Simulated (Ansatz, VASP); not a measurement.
**Cross-check of AlPt3C between VASP and Ansatz**

Aim: how closely do two programs agree when they are given the same cell, functional and k mesh? The cell is taken from a series of runs on this material, whose earlier steps may have relaxed, scaled, displaced or heated it; both programs get it as it stands.

Method: plane waves, with VASP 6.6.1 beside it; single point at PBEsol, in Ansatz 0.2.0.

## Step 1: The starting structure

The structure is monoclinic, space group P2/c (No. 13). Conventional cell: a = 5.845 Å, b = 4.133 Å, c = 8.266 Å, α = 90.00°, β = 135.00°, γ = 90.00°. Nearest to Al lie 12 Pt at 2.77 to 3.08 Å. Nearest to Pt lie 2 C at 2.07 Å and 4 Pt at 2.77 to 2.85 Å and 4 Al at 2.92 Å. Nearest to Pt lie 2 C at 2.07 Å and 4 Al at 2.85 to 2.99 Å and 8 Pt at 2.85 to 2.99 Å. Nearest to Pt lie 2 C at 2.08 Å and 8 Pt at 2.77 to 3.08 Å and 4 Al at 2.77 to 3.08 Å. Nearest to C lie 6 Pt at 2.07 to 2.08 Å. Farther neighbours are not listed.

Coordinates:

```xyz
10
Lattice="-4.1328 0.0000 0.0000 0.0000 -4.1328 -4.1328 0.0000 -4.1328 4.1328" Properties=species:S:1:pos:R:3 pbc="T T T"
Al    0.0000    0.0000    0.0000
Al    0.0000   -4.1328    0.0000
Pt    0.0000   -2.0664    2.0664
Pt    0.0000   -2.0664   -2.0664
Pt   -1.9664   -4.1328    2.0664
Pt   -2.1664   -4.1328   -2.0664
Pt   -2.2864   -2.0664    0.0000
Pt   -1.8464   -6.1991    0.0000
C    -2.0664   -2.0664    2.0664
C    -2.0664   -2.0664   -2.0664
```

## Step 2: VASP: single point, PBEsol, pair 1

With cell and atoms fixed, the geometry can't cause a difference; cores, projectors, grids and the points listed under the comparison can.

Lines of VASP's logs that name or quote its potential files are left out, and so is its time.

Input file INCAR:

```
SYSTEM = AlPt3C
PREC = Accurate
ENCUT = 600
EDIFF = 1E-06
NELM = 120
ISMEAR = 1
SIGMA = 0.2
LREAL = .FALSE.
ALGO = Normal
GGA = PS
NBANDS = 47
LASPH = .TRUE.
LORBIT = 11
LWAVE = .FALSE.
LCHARG = .FALSE.
ISIF = 2
GGA_COMPAT = .FALSE.
KPAR = 2
```

Input file POSCAR:

```
AlPt3C
1.0
   -4.1327502067      0.0000000000      0.0000000000
    0.0000000000     -4.1327502067     -4.1327502067
    0.0000000000     -4.1327502067      4.1327502067
Al Pt C
2 6 2
Direct
    0.0000000000      0.0000000000      0.0000000000
    0.0000000000      0.5000000000      0.5000000000
    0.0000000000      0.0000000000      0.5000000000
    0.0000000000      0.5000000000      0.0000000000
    0.4757982350      0.2500000000      0.7500000000
    0.5242017650      0.7500000000      0.2500000000
    0.5532333166      0.2500000000      0.2500000000
    0.4467666834      0.7500000000      0.7500000000
    0.5000000000      0.0000000000      0.5000000000
    0.5000000000      0.5000000000      0.0000000000
```

Input file KPOINTS:

```
Automatic mesh
0
Gamma
10 6 6
0 0 0
```

Potentials, in the order of the species: Al, Pt and C (PBE family, release 64).

Started as:

```console
mpirun -np 2 vasp_std
```

Numbers of over 12 decimals in the logs are rounded to 6 here.

Output:

```text
[banner, memory and clock lines left out]
running    2 mpi-ranks, on    1 nodes
 distrk:  each k-point on    1 cores,    2 groups
 distr:  one band on    1 cores,    1 groups

 POSCAR found type information on POSCAR AlPtC
 POSCAR found :  3 types and      10 ions
|                                                                             |
|               ----> ADVICE to this user running VASP <----                  |
|                                                                             |
|     You enforced a specific xc type in the INCAR file but a different       |
|     [... a line on the potential file left out ...]
|     I HOPE YOU KNOW WHAT YOU ARE DOING!                                     |
|                                                                             |

 LDA part: xc-table for (Slater+PW92), standard interpolation
 POSCAR, INCAR and KPOINTS ok, starting setup
 FFT: planning ... GRIDC
 FFT: planning ... GRID_SOFT
 FFT: planning ... GRID
 WAVECAR not read
 entering main loop
       N       E                     dE             d eps       ncg     rms          rms(c)
DAV:   1     0.462238064458E+03    0.46224E+03   -0.39137E+04 11280   0.165E+03
DAV:   2    -0.432117870312E+02   -0.50545E+03   -0.48014E+03 12207   0.330E+02
DAV:   3    -0.721138282364E+02   -0.28902E+02   -0.27921E+02 14093   0.696E+01
DAV:   4    -0.727876299282E+02   -0.67380E+00   -0.67147E+00 13011   0.113E+01
DAV:   5    -0.728007722843E+02   -0.13142E-01   -0.13137E-01 13425   0.155E+00    0.437E+01
DAV:   6    -0.682946180982E+02    0.45062E+01   -0.24118E+01 13459   0.232E+01    0.197E+01
DAV:   7    -0.679501064140E+02    0.34451E+00   -0.24520E+00 12329   0.808E+00    0.114E+01
DAV:   8    -0.678826207227E+02    0.67486E-01   -0.56688E-01 12878   0.489E+00    0.175E+00
DAV:   9    -0.678426473050E+02    0.39973E-01   -0.15620E-01 12812   0.296E+00    0.436E-01
DAV:  10    -0.678406271392E+02    0.20202E-02   -0.26061E-02 13268   0.743E-01    0.242E-01
DAV:  11    -0.678401958309E+02    0.43131E-03   -0.20788E-03 13045   0.228E-01    0.779E-02
DAV:  12    -0.678401791568E+02    0.16674E-04   -0.26432E-04 12808   0.827E-02    0.210E-02
DAV:  13    -0.678401775825E+02    0.15743E-05   -0.14486E-05 13112   0.256E-02    0.126E-02
DAV:  14    -0.678401770463E+02    0.53614E-06   -0.27712E-06  9260   0.980E-03
   1 F= -.67840177E+02 E0= -.67839368E+02  d E =-.242628E-02
```

Parts of OUTCAR (step 2):

```text
ion  position               nearest neighbor table
   1  0.000  0.000  0.000-   7 2.77   8 2.77   5 2.85   6 2.85   3 2.92   4 2.92   3 2.92   4 2.92
                             6 2.99   5 2.99   7 3.08   8 3.08
   2  0.000  0.500  0.500-   7 2.77   8 2.77   5 2.85   6 2.85   3 2.92   4 2.92   4 2.92   3 2.92
                             6 2.99   5 2.99   7 3.08   8 3.08
   3  0.000  0.000  0.500-   9 2.07   9 2.07   7 2.77   8 2.77   5 2.85   6 2.85   1 2.92   1 2.92
                             2 2.92   2 2.92   5 2.99   6 2.99   8 3.08   7 3.08
   4  0.000  0.500  0.000-  10 2.07  10 2.07   7 2.77   8 2.77   5 2.85   6 2.85   1 2.92   2 2.92
                             1 2.92   2 2.92   5 2.99   6 2.99   8 3.08   7 3.08
   5  0.476  0.250  0.750-   9 2.07  10 2.07   3 2.85   4 2.85   1 2.85   2 2.85   8 2.92   8 2.92
                             7 2.94   7 2.94   3 2.99   4 2.99   1 2.99   2 2.99
   6  0.524  0.750  0.250-   9 2.07  10 2.07   3 2.85   4 2.85   1 2.85   2 2.85   7 2.92   7 2.92
                             8 2.94   8 2.94   1 2.99   2 2.99   3 2.99   4 2.99
   7  0.553  0.250  0.250-   9 2.08  10 2.08   3 2.77   4 2.77   1 2.77   2 2.77   6 2.92   6 2.92
                             5 2.94   5 2.94   1 3.08   2 3.08   3 3.08   4 3.08
   8  0.447  0.750  0.750-   9 2.08  10 2.08   3 2.77   4 2.77   1 2.77   2 2.77   5 2.92   5 2.92
                             6 2.94   6 2.94   3 3.08   4 3.08   1 3.08   2 3.08
   9  0.500  0.000  0.500-   3 2.07   3 2.07   6 2.07   5 2.07   8 2.08   7 2.08
  10  0.500  0.500  0.000-   4 2.07   4 2.07   6 2.07   5 2.07   8 2.08   7 2.08

  LATTYP: Found a simple tetragonal cell.
 ALAT       =     5.8445913922
 C/A-ratio  =     0.7071067812

 Subroutine GETGRP returns: Found  4 space group operations
 (whereof  2 operations were pure point group operations)

The static configuration has the point symmetry S_2 .
 The point group associated with its full space group is C_2h.

 Found    120 irreducible k-points:

   k-points           NKPTS =    120   k-points in BZ     NKDIM =    120   number of bands    NBANDS=     47

   dimension x,y,z NGX =    36 NGY =   48 NGZ =   48
   dimension x,y,z NGXF=    72 NGYF=   96 NGZF=   96

   ENCUT  =  600.0 eV  44.10 Ry    6.64 a.u.   8.25 11.67 11.67*2*pi/ulx,y,z

   NELECT =      74.0000    total number of electrons

 k-points in reciprocal lattice and weights: Automatic mesh
   0.00000000  0.00000000  0.00000000       0.003
   0.10000000  0.00000000  0.00000000       0.006
   0.20000000  0.00000000  0.00000000       0.006
   0.30000000  0.00000000  0.00000000       0.006
   0.40000000  0.00000000  0.00000000       0.006
   0.50000000  0.00000000  0.00000000       0.003
   0.00000000  0.16666667  0.00000000       0.006
   0.00000000  0.00000000  0.16666667       0.006
   0.10000000  0.16666667  0.00000000       0.011
[...]
0.40000000  0.50000000  0.50000000       0.006
   0.50000000  0.50000000  0.50000000       0.003

 average (electrostatic) potential at core
       1 -71.3262       2 -71.3262       3 -64.1360       4 -64.1360       5 -64.0822
       6 -64.0822       7 -64.2012       8 -64.2012       9 -46.4607      10 -46.4607

 E-fermi :  10.2964

 k-point     1 :       0.0000    0.0000    0.0000
  band No.  band energies     occupation
    ...
     34       9.1959      2.00000
     35       9.2838      2.00000
     36       9.3544      2.00000
     37       9.6407      2.00004
     38       9.7984      2.00242
     39      10.6558     -0.02912
     40      11.5974     -0.00000
     41      11.6736     -0.00000
     42      11.9481     -0.00000
     43      12.8266     -0.00000
    ...

 k-point     2 :       0.1000    0.0000    0.0000
  band No.  band energies     occupation
    ...
     34       9.1245      2.00000
     35       9.2653      2.00000
     36       9.4673      2.00000
     37       9.6455      2.00004
     38       9.7856      2.00181
     39      10.7100     -0.01276
     40      11.4159     -0.00000
     41      11.7392     -0.00000
     42      11.9424     -0.00000
     43      13.2074     -0.00000
    ...

 k-point     3 :       0.2000    0.0000    0.0000
  band No.  band energies     occupation
    ...
     34       9.1809      2.00000
     35       9.2513      2.00000
     36       9.6079      2.00001
     37       9.7292      2.00045
     38       9.7665      2.00116
     39      10.9497     -0.00004
     40      11.3259     -0.00000
     41      12.1534     -0.00000
     42      12.2652     -0.00000
     43      12.9937     -0.00000
    ...

  Total        1.2461279      0.1982592     -1.1233906      0.0000000      0.2795720      0.0000000
  in kB       14.1424855      2.2500723    -12.7495218      0.0000000      3.1729027      0.0000000
  external PRESSURE =       1.2143453 kB  Pullay stress =       0.0000000 kB

  energy-cutoff  :      600.00
  volume of cell :      141.17
      direct lattice vectors                 reciprocal lattice vectors
    -4.132750207  0.000000000  0.000000000    -0.241969621  0.000000000  0.000000000
     0.000000000 -4.132750207 -4.132750207     0.000000000 -0.120984810 -0.120984810
     0.000000000 -4.132750207  4.132750207     0.000000000 -0.120984810  0.120984810

 POSITION                                       TOTAL-FORCE (eV/Angst)
 -----------------------------------------------------------------------------------
      0.00000      0.00000      0.00000         0.000000     -0.000000     -0.000000
      0.00000     -4.13275      0.00000         0.000000     -0.000000     -0.000000
      0.00000     -2.06638      2.06638         0.000000     -0.000000     -0.000000
      0.00000     -2.06638     -2.06638         0.000000     -0.000000      0.000000
     -1.96636     -4.13275      2.06638         0.929780      0.000000      0.000000
     -2.16639     -4.13275     -2.06638        -0.929780      0.000000     -0.000000
     -2.28638     -2.06638      0.00000        -1.155470     -0.000000      0.000000
     -1.84638     -6.19913      0.00000         1.155470     -0.000000     -0.000000
     -2.06638     -2.06638      2.06638         0.000000     -0.000000     -0.000000
     -2.06638     -2.06638     -2.06638         0.000000     -0.000000     -0.000000
 -----------------------------------------------------------------------------------
    total drift:                               -0.000000      0.000000      0.000000

  FREE ENERGIE OF THE ION-ELECTRON SYSTEM (eV)
  ---------------------------------------------------
  free  energy   TOTEN  =       -67.8401770463 eV

  energy  without entropy=      -67.8377507710  energy(sigma->0) =      -67.83936829

 total charge
# of ion       s       p       d       tot
------------------------------------------
    1        0.348   0.283   0.000   0.631
    2        0.348   0.283   0.000   0.631
    3        0.627   0.662   8.217   9.506
    4        0.627   0.662   8.217   9.506
    5        0.606   0.640   8.232   9.478
    6        0.606   0.640   8.232   9.478
    7        0.612   0.652   8.219   9.482
    8        0.612   0.652   8.219   9.482
    9        0.836   1.524   0.000   2.361
   10        0.836   1.524   0.000   2.361
--------------------------------------------------
tot          6.060   7.522  49.334  62.916

[... 3 further parts left out ...]
```

The run ends at a pressure of 0.12 GPa, with forces up to 1.2 eV/Å.

## Step 3: Ansatz: single point, PBEsol, pair 1

Ansatz runs on its PAW soft_1 files.

The same cell, functional, mesh and smearing now go to Ansatz, which takes its cutoff from its data sets.

Input file input.yaml:

```yaml
crystal:
  lattice:
    - [-4.1327502067, 0.0, 0.0]
    - [0.0, -4.1327502067, -4.1327502067]
    - [0.0, -4.1327502067, 4.1327502067]
  atoms:
    - { symbol: Al, position: [1.0, 1.0, 0.0] }
    - { symbol: Al, position: [1.0, 0.5, 0.5] }
    - { symbol: Pt, position: [0.0, 0.0, 0.5] }
    - { symbol: Pt, position: [0.0, 0.5, 0.0] }
    - { symbol: Pt, position: [0.475798235, 0.25, 0.75] }
    - { symbol: Pt, position: [0.524201765, 0.75, 0.25] }
    - { symbol: Pt, position: [0.5532333166, 0.25, 0.25] }
    - { symbol: Pt, position: [0.4467666834, 0.75, 0.75] }
    - { symbol: C, position: [0.5, 0.0, 0.5] }
    - { symbol: C, position: [0.5, 0.5, 0.0] }
kpoints:
  mp_grid: { grid: [10, 6, 6] }
hamiltonian:
  xc: pbesol
  pseudopotentials: { kind: paw, azcp: { folder: soft_1 }, xc_functional: pbe }
scf:
  occupations: { method: methfessel_paxton, width: 0.2 }
output:
  forces: true
  stress: true
  eigenvalues: true
```

Started as:

```console
ansatz run input.yaml --threads 4 --pin off --max-ram 10240MiB --backend cpu --events-out ev --progress --plain --runs-dir out
```

Output:

```text
Engine: ansatz 0.2.0, x86_64-unknown-linux-gnu
Pseudopotentials: kind: paw
Pseudopotential: Al, paw, valence charge 3, recommended cutoff 420 eV (normal), soft_1/Al.paw.azcp
Pseudopotential: Pt, paw, valence charge 18, recommended cutoff 420 eV (normal), soft_1/Pt.paw.azcp
Pseudopotential: C, paw, valence charge 4, recommended cutoff 420 eV (normal), soft_1/C.paw.azcp
Functional definition: PBEsol
  exchange = pbesol_x
  correlation = pbesol_c
Crystal: 10 atoms, lattice volume = 141.172 Å³
Basis set: ecut = 420 eV, 2729 PW (Γ), exchange–correlation on 60×80×80 points (8 copies of the dense FFT grid, shifted against one another)
Bands: 74, of which v1, the nominal top of the filled ones, is band 61 counted from 1 (60 counted from 0)
Symmetry: 4 space group operations
Space group: P2/c (ITA 13), of the structure as read, at distance tolerance 5.2e-5 Å
k-points: 120 of 360
Non-local potential: Al, projectors of the file, l = 0: 2, l = 1: 2, l = 2: 1
Non-local potential: Pt, projectors of the file, l = 0: 3, l = 1: 2, l = 2: 2, l = 3: 1
Non-local potential: C, projectors of the file, l = 0: 2, l = 1: 2, l = 2: 1
PAW form: soft (Blöchl's): semilocal exchange-correlation on the pseudo side does not see the compensation charge
PAW frozen core: Al, regenerated for the run's functional, and the local potential with it (the file was generated under x = pbe(κ = 0.804, μ = 0.219515), c = pbe(β = 0.066725))
PAW frozen core: Pt, regenerated for the run's functional, and the local potential with it (the file was generated under x = pbe(κ = 0.804, μ = 0.219515), c = pbe(β = 0.066725))
PAW frozen core: C, regenerated for the run's functional, and the local potential with it (the file was generated under x = pbe(κ = 0.804, μ = 0.219515), c = pbe(β = 0.066725))
PAW one-centre angular grid: Al, 110 points (default); XC on 64 Gauss nodes
PAW one-centre angular grid: Pt, 590 points (default); XC on 64 Gauss nodes
PAW one-centre angular grid: C, 110 points (default); XC on 64 Gauss nodes
Initial density: superposition of atomic densities (chi_scale 0.1, normalization cell, long waves kept (reshape's long-wave potential 0.00 eV rms))
Initial wavefunctions: pseudopotential atomic-orbital guess
Functional: x = pbesol(κ = 0.804, μ = 0.123457), c = pbesol(β = 0.046)
SCF iter   1: F=—  HF=-75857.429804 eV  |F-HF|=—  |Δ(HF+E_count)|=         —  Δρ=1.01e-1  dr2=1.64e1  ethr=3.10e-3  ⟨swp⟩=5.1  Hψ=29677  notcnv=0
preconditioner: auto → Kerker (q_TF=auto, 2.663 Å⁻¹)  [metal: Δε(μ)=0.010 eV  Ē_g=7.979 eV  σ=0.200 eV  W_gap=0.04  n_scr=46 (ndim 8)  ℏωp=26.9 eV  f_vac=0.000  D(μ)=5.82/eV (n_scr^D=46)]
SCF iter   2: F=—  HF=-75854.346748 eV  |F-HF|=—  |Δ(HF+E_count)|=    3.08e0  S|Δr|=    0.00e0  Δρ=4.95e-2  dr2=3.90e0  ethr=3.10e-3  ⟨swp⟩=2.0  Hψ=14718  notcnv=0  defer=358
SCF iter   3: F=—  HF=-75853.368672 eV  |F-HF|=—  |Δ(HF+E_count)|=   9.78e-1  S|Δr|=    0.00e0  Δρ=7.53e-3  dr2=6.31e-2  ethr=3.10e-3  ⟨swp⟩=2.0  Hψ=14110  notcnv=0  defer=358
SCF iter   4: F=—  HF=-75853.355074 eV  |F-HF|=—  |Δ(HF+E_count)|=   1.36e-2  S|Δr|=    0.00e0  Δρ=1.30e-3  dr2=2.68e-3  ethr=5.17e-5  ⟨swp⟩=1.1  Hψ=10369  notcnv=0  defer=345
SCF iter   5: F=—  HF=-75853.354452 eV  |F-HF|=—  |Δ(HF+E_count)|=   6.22e-4  S|Δr|=    0.00e0  Δρ=3.57e-4  dr2=2.41e-4  ethr=2.20e-6  ⟨swp⟩=2.1  Hψ=12376  notcnv=0  defer=345
SCF iter   6: F=—  HF=-75853.354357 eV  |F-HF|=—  |Δ(HF+E_count)|=   9.45e-5  S|Δr|=    0.00e0  Δρ=7.87e-5  dr2=1.06e-5  ethr=1.98e-7  ⟨swp⟩=2.0  Hψ=11416  notcnv=0  defer=345
SCF iter   7: F=—  HF=-75853.354292 eV  |F-HF|=—  |Δ(HF+E_count)|=   6.57e-5  S|Δr|=    0.00e0  Δρ=1.71e-5  dr2=4.34e-7  ethr=8.70e-9  ⟨swp⟩=2.0  Hψ=12317  notcnv=0  defer=345
SCF iter   8: F=-75853.354292 eV  HF=-75853.354292 eV  |F-HF|=4.39e-9  |Δ(HF+E_count)|=   7.84e-8  S|Δr|=    0.00e0  Δρ=3.29e-6  dr2=1.31e-8  ethr=8.20e-11  ⟨swp⟩=9.8  Hψ=35031  notcnv=0
SCF 1 converged in 8 iterations: F = -75853.354292 eV  dr2 = 1.31e-8
  greatest PAW one-centre occupation: 1.000 electrons in one spin orbital (limit 2), on the Pt atom at site 3 (counted from 0), in its partial waves of l = 0
SCF converged after 8 iterations
Stability not checked: this state was not tested for a lower state beside it, because cold or Methfessel-Paxton smearing, or corrected tetrahedra, fill the levels in a way that the test cannot read (fill_not_monotonic; see scf.lower_state_search)
Free energy (F): -75853.354292 eV
Harris-Foulkes:  -75853.354292 eV  (|F-HF|=4.39e-9)
Internal energy: -75853.351550 eV  (E = F + TS)
E sigma→0 (E₀):  -75853.353606 eV
Entropy (-TS):   -0.002741 eV (-0.274 meV/atom)
Fermi energy:    18.339974 eV
--- Per-component energies (eV) ---
  E_band       = -1237.395114
  E_kinetic    = 3808.352253
  E_local      = -12535.103607  (includes V_loc(G=0)·N_el)
  E_nonlocal   = 1309.480836
  E_hartree    = 4961.891868
  E_xc         = -1555.226541
  E_vxc        = -1801.195174  (∫ρ·V_xc dr)
  E_paw        = -57181.204428  (= ΣΔE_a)
  E_vpaw       = -1942.719590  (= ΣTr[D̂ρ^β])
  E_aug_tail   = 0.006612  (compensation charges beyond the density's cutoff)
  E_ewald      = -14663.351209
  E_core_change = 1.802667  (= ΣΔE_core)
  E_smearing   = -0.002741  (= −TS)
  E_closure    = 0.000000  (closes the sum)
  Σ components = -75853.354292   (vs F -75853.354292, Δ=0.00e0)
--- Forces (eV/Å), atoms counted from 1 ---
  atom   1  Al     0.00000000     0.00000000     0.00000000
  atom   2  Al     0.00000000     0.00000000     0.00000000
  atom   3  Pt    -0.00000000     0.00000000     0.00000000
  atom   4  Pt    -0.00000000     0.00000000     0.00000000
  atom   5  Pt     0.92813059     0.00000000     0.00000000
  atom   6  Pt    -0.92813059     0.00000000     0.00000000
  atom   7  Pt    -1.14948111     0.00000000     0.00000000
  atom   8  Pt     1.14948111     0.00000000     0.00000000
  atom   9  C      0.00000000     0.00000000     0.00000000
  atom  10  C      0.00000000     0.00000000     0.00000000
  max |Σ_I F_I| component: 1.58e-30 eV/Å
--- Stress (GPa, compression-positive) ---
        1.225067       0.000000       0.000000
        0.000000       0.034493       0.321782
        0.000000       0.321782      -1.442276
  P = ⅓ Tr σ = -0.0609 GPa (-0.609 kbar)
--- Band table (eV; the first three rows and the last of 120) ---
  k-point 0: bands = [... 57 lower, 17.2283, 17.3216, 17.3982, 17.6801, 17.8365, 18.7066, 19.6364, 19.7111, ... 9 higher]
  k-point 1: bands = [... 57 lower, 17.2196, 17.3804, 17.4717, 17.8474, 17.9673, 18.6040, 19.5543, 19.8671, ... 9 higher]
  k-point 2: bands = [... 57 lower, 17.0313, 17.6874, 17.7484, 17.8725, 18.4031, 18.5108, 19.1365, 20.3086, ... 9 higher]
  k-point 119: bands = [... 57 lower, 16.6547, 17.5322, 17.7622, 17.7800, 17.8624, 19.4090, 19.9363, 20.2509, ... 9 higher]
```

The run ends at a pressure of -0.06 GPa, with forces up to 1.1 eV/Å.

## Step 4: Side by side

Known differences besides the potentials themselves: the data sets hold 122 valence electrons in Ansatz (on its PAW soft_1 files) and 74 in VASP; the cutoff is 420 eV in Ansatz and 600 eV in VASP; Ansatz makes its cores anew for this functional, VASP keeps those of its PBE data sets. Total energies have different zeros and are not compared.

Both answers:

```
      quantity  Ansatz  VASP  difference
pressure (GPa)   -0.06  0.12       -0.18
```

Forces (eV/Å; atoms numbered as in POSCAR):

```
atom        Ansatz x, y, z          VASP x, y, z
 Al1   0.000, 0.000, 0.000   0.000, 0.000, 0.000
 Al2   0.000, 0.000, 0.000   0.000, 0.000, 0.000
 Pt3   0.000, 0.000, 0.000   0.000, 0.000, 0.000
 Pt4   0.000, 0.000, 0.000   0.000, 0.000, 0.000
 Pt5   0.928, 0.000, 0.000   0.930, 0.000, 0.000
 Pt6  -0.928, 0.000, 0.000  -0.930, 0.000, 0.000
 Pt7  -1.149, 0.000, 0.000  -1.155, 0.000, 0.000
 Pt8   1.149, 0.000, 0.000   1.155, 0.000, 0.000
  C9   0.000, 0.000, 0.000   0.000, 0.000, 0.000
 C10   0.000, 0.000, 0.000   0.000, 0.000, 0.000
```

The forces differ by 1.6 meV/Å r.m.s., which is 0.4 % of the r.m.s. force of 0.383 eV/Å (both taken over all components).

(Continued in part 2 of 2.)

[Lines on the potential files, build, host, timing and source positions are cut from VASP's logs without a mark.]

[Logs are printed without paths, hosts, clocks, repeated set-up lines and the standing remarks that a program may print on its own settings, such as how far it seeks lower states.]

[Hosts, paths, dates, database ids (printed as entryN), source tags and the programs' standing remarks are cut or masked in the printed files.]
